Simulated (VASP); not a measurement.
Runs of VASP 6.6.1 on TiAl. All rows change the cell; the cell of one of them follows. It takes space group P-6m2 (No. 187, hexagonal). The conventional cell has a = 2.867 Å, b = 2.867 Å, c = 4.818 Å, α = 90.00°, β = 90.00°, γ = 120.00°. Around Ti (site symmetry -6m2) lie 6 Ti at 2.87 Å and 6 Al at 2.92 Å. Al (site symmetry -6m2) is surrounded by 6 Al at 2.87 Å and 6 Ti at 2.92 Å. The cell comes from a database or a generator and needn't be the stable form of this composition.

```csv
cell,gap on the mesh (eV),pressure (GPa)
"strain +0.000 along x and y, +0.030 along z, atoms carried along",none,-8.7
"strain +0.030 along x and y, +0.000 along z, atoms carried along",none,(a)
"strain -0.030 along x and y, +0.030 along z, atoms carried along",none,-3.3
"strain +0.030 along x and y, -0.030 along z, atoms carried along",none,-7.7
```

Alike in all rows: task single point; level LDA; potentials or basis VASP PAW LDA potentials, release 64 (Ti_sv, Al); no spin polarisation; k mesh 21 × 21 × 10; cutoff (eV) 520; smearing gaussian 0.15 eV.

Question: Estimate the missing entries.

Answer: (a) -10.7.

A gap of «none» marks a metal or a gap under the smearing width.
